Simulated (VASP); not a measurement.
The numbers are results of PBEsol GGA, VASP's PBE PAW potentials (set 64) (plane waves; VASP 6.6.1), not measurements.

The input files of a VASP run:

KPOINTS:
```
Automatic mesh
0
Gamma
10 10 10
0 0 0
```

INCAR:
```
SYSTEM = RuAl
PREC = Accurate
ENCUT = 400
EDIFF = 1E-6
NELM = 100
ALGO = Normal
LREAL = .FALSE.
LASPH = .TRUE.
ISMEAR = 1
SIGMA = 0.1
GGA = PS
LMAXMIX = 4
LWAVE = .FALSE.
LCHARG = .FALSE.
IBRION = 2
ISIF = 3
NSW = 60
EDIFFG = -0.01
```

POSCAR:
```
RuAl
1
    0.0000000000     2.8836000000     2.8836000000
    2.8836000000     0.0000000000     2.8836000000
    2.8836000000     2.8836000000     0.0000000000
Ru Al
1 1
Direct
  0.0000000000   0.0000000000   0.0000000000
  0.5000000000   0.5000000000   0.5000000000
```

POTCAR, in this order: Ru_pv Al (PBE.64 set). Program: vasp_std.

The resulting files:

File OSZICAR:
```
       N       E                     dE             d eps       ncg     rms          rms(c)
DAV:   1     0.503804241271E+02    0.50380E+02   -0.82106E+03  1504   0.978E+02
DAV:   2    -0.105525411743E+02   -0.60933E+02   -0.57100E+02  1300   0.230E+02
DAV:   3    -0.118168659988E+02   -0.12643E+01   -0.11818E+01  1324   0.311E+01
DAV:   4    -0.118364578278E+02   -0.19592E-01   -0.19552E-01  1340   0.381E+00
DAV:   5    -0.118368922890E+02   -0.43446E-03   -0.43438E-03  1364   0.490E-01    0.442E+00
DAV:   6    -0.117596697508E+02    0.77223E-01   -0.24962E+00  1164   0.153E+01    0.293E+00
DAV:   7    -0.115777290783E+02    0.18194E+00   -0.54358E-01  1156   0.744E+00    0.876E-01
DAV:   8    -0.115647640740E+02    0.12965E-01   -0.43511E-02  1196   0.131E+00    0.183E-01
DAV:   9    -0.115644218536E+02    0.34222E-03   -0.11391E-03  1280   0.304E-01    0.722E-02
DAV:  10    -0.115644026993E+02    0.19154E-04   -0.63793E-05  1240   0.103E-01    0.190E-02
DAV:  11    -0.115644031341E+02   -0.43485E-06   -0.49827E-06  1276   0.268E-02
   1 F= -.11564403E+02 E0= -.11563661E+02  d E =-.115644E+02
       N       E                     dE             d eps       ncg     rms          rms(c)
DAV:   1    -0.129880232780E+03   -0.11832E+03   -0.18894E+03  1128   0.495E+02    0.136E+02
DAV:   2    -0.167101995975E+02    0.11317E+03   -0.28208E+02  1128   0.243E+02    0.364E+01
DAV:   3    -0.139051411435E+02    0.28051E+01   -0.12132E+01  1252   0.404E+01    0.294E+01
DAV:   4    -0.136801995510E+02    0.22494E+00   -0.39070E+00  1172   0.168E+01    0.734E+00
DAV:   5    -0.133716496946E+02    0.30855E+00   -0.15738E+00  1224   0.167E+01    0.252E+00
DAV:   6    -0.133784025667E+02   -0.67529E-02   -0.35637E-02  1360   0.261E+00    0.786E-01
DAV:   7    -0.133765202508E+02    0.18823E-02   -0.98312E-03  1264   0.121E+00    0.475E-02
DAV:   8    -0.133765231196E+02   -0.28687E-05   -0.55638E-04  1320   0.222E-01    0.274E-02
DAV:   9    -0.133765113437E+02    0.11776E-04   -0.58466E-05  1264   0.820E-02    0.124E-02
DAV:  10    -0.133765112096E+02    0.13404E-06   -0.77722E-07   756   0.959E-03
   2 F= -.13376511E+02 E0= -.13376640E+02  d E =-.181211E+01
       N       E                     dE             d eps       ncg     rms          rms(c)
DAV:   1    -0.244721304062E+02   -0.11096E+02   -0.16162E+02  1128   0.185E+02    0.267E+01
DAV:   2    -0.154149814176E+02    0.90571E+01   -0.75844E+01  1136   0.983E+01    0.102E+01
DAV:   3    -0.137950926086E+02    0.16199E+01   -0.57763E+00  1128   0.255E+01    0.821E+00
DAV:   4    -0.138065495351E+02   -0.11457E-01   -0.89339E-02  1192   0.313E+00    0.626E+00
DAV:   5    -0.138228255977E+02   -0.16276E-01   -0.78143E-02  1168   0.209E+00    0.112E+00
DAV:   6    -0.138240707658E+02   -0.12452E-02   -0.42102E-03  1380   0.424E-01    0.334E-01
DAV:   7    -0.138242403032E+02   -0.16954E-03   -0.23451E-04  1288   0.112E-01    0.576E-02
DAV:   8    -0.138242404603E+02   -0.15711E-06   -0.92463E-06  1356   0.243E-02
   3 F= -.13824240E+02 E0= -.13823954E+02  d E =-.225984E+01
       N       E                     dE             d eps       ncg     rms          rms(c)
DAV:   1    -0.138611748458E+02   -0.36935E-01   -0.54776E-01  1164   0.103E+01    0.176E+00
DAV:   2    -0.138288454849E+02    0.32329E-01   -0.23574E-01  1164   0.554E+00    0.728E-01
DAV:   3    -0.138248172695E+02    0.40282E-02   -0.14297E-02  1140   0.135E+00    0.174E-01
DAV:   4    -0.138247849205E+02    0.32349E-04   -0.10014E-03  1180   0.231E-01    0.290E-02
DAV:   5    -0.138247874672E+02   -0.25468E-05   -0.34036E-05  1292   0.600E-02    0.254E-02
DAV:   6    -0.138247905396E+02   -0.30724E-05   -0.70411E-06  1216   0.272E-02    0.996E-04
DAV:   7    -0.138247905494E+02   -0.97959E-08   -0.12018E-07   608   0.349E-03
   4 F= -.13824791E+02 E0= -.13824541E+02  d E =-.226039E+01
       N       E                     dE             d eps       ncg     rms          rms(c)
DAV:   1    -0.138394555125E+02   -0.14665E-01   -0.22057E-01  1160   0.654E+00    0.107E+00
DAV:   2    -0.138265124264E+02    0.12943E-01   -0.96019E-02  1164   0.354E+00    0.441E-01
DAV:   3    -0.138248058198E+02    0.17066E-02   -0.58460E-03  1140   0.860E-01    0.952E-02
DAV:   4    -0.138247825942E+02    0.23226E-04   -0.38990E-04  1172   0.140E-01    0.179E-02
DAV:   5    -0.138247826030E+02   -0.88417E-08   -0.14679E-05  1304   0.423E-02    0.146E-02
DAV:   6    -0.138247821221E+02    0.48091E-06   -0.23085E-06  1172   0.164E-02
   5 F= -.13824782E+02 E0= -.13824510E+02  d E =0.842728E-05
       N       E                     dE             d eps       ncg     rms          rms(c)
DAV:   1    -0.138288345261E+02   -0.40519E-02   -0.58750E-02  1164   0.337E+00    0.568E-01
DAV:   2    -0.138253675706E+02    0.34670E-02   -0.25280E-02  1164   0.182E+00    0.233E-01
DAV:   3    -0.138249336961E+02    0.43387E-03   -0.15305E-03  1148   0.442E-01    0.534E-02
DAV:   4    -0.138249331358E+02    0.56027E-06   -0.10569E-04  1184   0.746E-02    0.932E-03
DAV:   5    -0.138249337038E+02   -0.56798E-06   -0.38609E-06  1292   0.208E-02
   6 F= -.13824934E+02 E0= -.13824674E+02  d E =-.143154E-03
```

OUTCAR:
```
------------------------ aborting loop because EDIFF is reached ----------------------------------------
  FORCE on cell =-STRESS in cart. coord.  units (eV):
  Direction    XX          YY          ZZ          XY          YZ          ZX
  --------------------------------------------------------------------------------------
  Total        0.0093198      0.0093198      0.0093198     -0.0000000     -0.0000000      0.0000000
  in kB        0.4981522      0.4981522      0.4981522     -0.0000000     -0.0000000      0.0000000
  external PRESSURE =       0.4981522 kB  Pullay stress =       0.0000000 kB
  volume of cell :       29.97
      direct lattice vectors                 reciprocal lattice vectors
    -0.000000000  2.465520355  2.465520355    -0.202796947  0.202796947  0.202796947
     2.465520355  0.000000000  2.465520355     0.202796947 -0.202796947  0.202796947
     2.465520355  2.465520355 -0.000000000     0.202796947  0.202796947 -0.202796947
 POSITION                                       TOTAL-FORCE (eV/Angst)
 -----------------------------------------------------------------------------------
      0.00000      0.00000      0.00000        -0.000000     -0.000000     -0.000000
      2.46552      2.46552      2.46552         0.000000      0.000000      0.000000
 -----------------------------------------------------------------------------------
    total drift:                               -0.000000     -0.000000      0.000000
  FREE ENERGIE OF THE ION-ELECTRON SYSTEM (eV)
  ---------------------------------------------------
  free  energy   TOTEN  =       -13.8249337038 eV

  energy  without entropy=      -13.8241532865  energy(sigma->0) =      -13.82467356

 reached required accuracy - stopping structural energy minimisation
```
(Selected blocks of OUTCAR.)

**CONTCAR**
```
RuAl
   1.00000000000000
    -0.0000000000000000    2.4655203554391689    2.4655203554391689
     2.4655203554391689    0.0000000000000000    2.4655203554391689
     2.4655203554391689    2.4655203554391689   -0.0000000000000000
  Ru              Al
     1     1
Direct
     0.0000000000000000    0.0000000000000000    0.0000000000000000
     0.5000000000000000    0.5000000000000000    0.5000000000000000
```

Energy and stress use the plane-wave basis of the starting cell.

The structure was generated: RuAl was put into the rock salt type (Fm-3m), which need not be its known phase. This run relaxes it. Symmetry was kept, so distortions that lower it aren't found. The electron count is odd and the run is not spin-polarised, which forces a metal.
